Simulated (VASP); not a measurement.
Computed with PBE GGA, VASP's PBE PAW potentials (set 64) (plane waves; VASP).

The input files of a VASP run:

### POSCAR
```
GdN
1
    0.0000000000     2.4784340000     2.5299830000
    2.5289030000     0.0000000000     2.5299830000
    2.5289030000     2.4784340000     0.0000000000
Gd N
1 1
Direct
  0.0000000000   0.0000000000   0.0000000000
  0.4885390000   0.5114610000   0.5114610000
```

**KPOINTS**
```
kpoints
0
Gamma
 8 8 8
```

INCAR:
```
ALGO  =  Normal
EDIFF  =  1E-6
ENCUT  =  520
GGA  =  PE
ISIF  =  2
ISMEAR  =  0
LASPH  =  T
LCHARG  =  F
LMAXMIX  =  6
LREAL  =  Auto
LWAVE  =  F
NELM  =  100
PREC  =  Accurate
SIGMA  =  0.05
SYSTEM  =  GdN
```

POTCAR, in this order: Gd_3 N (PBE.64 set). Program: vasp_std.

Output

File OSZICAR:
```
       N       E                     dE             d eps       ncg     rms          rms(c)
DAV:   1     0.440839354535E+02    0.44084E+02   -0.67760E+03  2090   0.117E+03
DAV:   2    -0.155460951628E+02   -0.59630E+02   -0.55764E+02  2887   0.235E+02
DAV:   3    -0.184325019133E+02   -0.28864E+01   -0.28194E+01  2755   0.420E+01
DAV:   4    -0.184746124807E+02   -0.42111E-01   -0.42039E-01  2639   0.460E+00
DAV:   5    -0.184753318708E+02   -0.71939E-03   -0.71926E-03  2813   0.500E-01    0.256E+01
DAV:   6    -0.163645085089E+02    0.21108E+01   -0.19451E+01  2432   0.263E+01    0.237E+01
DAV:   7    -0.161516768312E+02    0.21283E+00   -0.15269E+00  2434   0.803E+00    0.164E+01
DAV:   8    -0.161540183040E+02   -0.23415E-02   -0.13693E-01  2297   0.386E+00    0.600E+00
DAV:   9    -0.161484701396E+02    0.55482E-02   -0.17914E-02  2545   0.112E+00    0.573E-01
DAV:  10    -0.161487525344E+02   -0.28239E-03   -0.60225E-04  2947   0.230E-01    0.437E-01
DAV:  11    -0.161487363383E+02    0.16196E-04   -0.15627E-04  2622   0.942E-02    0.165E-02
DAV:  12    -0.161487373938E+02   -0.10555E-05   -0.86857E-06  2704   0.255E-02    0.147E-02
DAV:  13    -0.161487371207E+02    0.27314E-06   -0.24660E-06  2245   0.103E-02
   1 F= -.16148737E+02 E0= -.16148682E+02  d E =-.109583E-03
```

File OUTCAR:
```
------------------------ aborting loop because EDIFF is reached ----------------------------------------
  FORCE on cell =-STRESS in cart. coord.  units (eV):
  Direction    XX          YY          ZZ          XY          YZ          ZX
  --------------------------------------------------------------------------------------
  Total       -0.9272280     -0.1962712     -1.0566509      0.0000000      0.0000000      0.0000000
  in kB      -46.8424896     -9.9153951    -53.3807868      0.0000000      0.0000000      0.0000000
  external PRESSURE =     -36.7128905 kB  Pullay stress =       0.0000000 kB
  volume of cell :       31.71
      direct lattice vectors                 reciprocal lattice vectors
     0.000000000  2.478434000  2.529983000    -0.197714187  0.201740292  0.197629786
     2.528903000  0.000000000  2.529983000     0.197714187 -0.201740292  0.197629786
     2.528903000  2.478434000  0.000000000     0.197714187  0.201740292 -0.197629786
 POSITION                                       TOTAL-FORCE (eV/Angst)
 -----------------------------------------------------------------------------------
      0.00000      0.00000      0.00000        -0.025885      0.000000      0.000000
      2.58687      2.47843      2.52998         0.025885      0.000000      0.000000
 -----------------------------------------------------------------------------------
    total drift:                                0.000117      0.000000      0.000000
  FREE ENERGIE OF THE ION-ELECTRON SYSTEM (eV)
  ---------------------------------------------------
  free  energy   TOTEN  =       -16.1487371207 eV

  energy  without entropy=      -16.1486275373  energy(sigma->0) =      -16.14868233
```
(Selected blocks of OUTCAR.)

The 4f electrons are frozen in the core of the lanthanide potential, so 4f levels, which can set the real gap, and their magnetism are missing.

The compound is GdN in the rock salt structure. The cell was not relaxed at this level, atoms are displaced from their ideal sites. The run is one of a series of settings (LREAL = Auto against the base run), some of them coarse on purpose.
